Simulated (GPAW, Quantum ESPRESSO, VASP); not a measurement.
One calculation of Tl3Cu, 3 ways

```
Tl Cu
1.0
     4.71700    0.00000    0.00000
     0.00000    4.71700    0.00000
     0.00000    0.00000    4.71700
Tl Cu
3 1
Direct
  0.48604 0.49439 0.99891
  0.48620 0.99816 0.49703
  0.99509 0.49394 0.50977
  0.99723 0.00284 0.00647
```

The cell comes from a database or a generator and needn't be the stable form of this composition.

Atoms were shifted at random by some hundredths of an Å from the given cell, which wasn't relaxed again for these runs.

Alike in all runs: task single point; functional PBE; k mesh 6 × 6 × 6; occupations fermi-dirac, width 0.05 eV; no spin polarisation; no spin-orbit coupling. Pressure is positive in compression and, in plane waves, holds the error of the finite cutoff.

```
                    program and potentials  plane-wave cutoff (eV)                                        notes  band gap (eV)  pressure (GPa)  largest force (eV/Å)  energy over the undisturbed cell (meV/atom)
      VASP, PBE PAW files Cu, Tl_d, 520 eV                     520                                            -         no gap            0.05                 0.181                                            -
 Quantum ESPRESSO, SSSP 1.3 efficiency PBE                     748                                            -         no gap           -0.32                 0.181                                         1.40
GPAW, GPAW PAW data sets (gpaw-data 1.2.1)                     600  this data set often lies off other programs         no gap           -0.26                 0.175                                         1.36
```

Force on atom 3 (Tl), eV/Å:

| program and potentials | x | y | z |
| --- | --- | --- | --- |
| VASP, PBE PAW files Cu, Tl_d, 520 eV | -0.163 | 0.037 | -0.069 |
| Quantum ESPRESSO, SSSP 1.3 efficiency PBE | -0.163 | 0.036 | -0.069 |
| GPAW, GPAW PAW data sets (gpaw-data 1.2.1) | -0.158 | 0.035 | -0.067 |

None finds a gap. The pressure spans -0.32 (Quantum ESPRESSO, SSSP 1.3 efficiency PBE) to 0.05 GPa (VASP, PBE PAW files Cu, Tl_d, 520 eV).

Differences between rows come from potentials, basis sets and numerical settings, since the functional is the same but for its coding. Runs on potential files found faulty are left out.
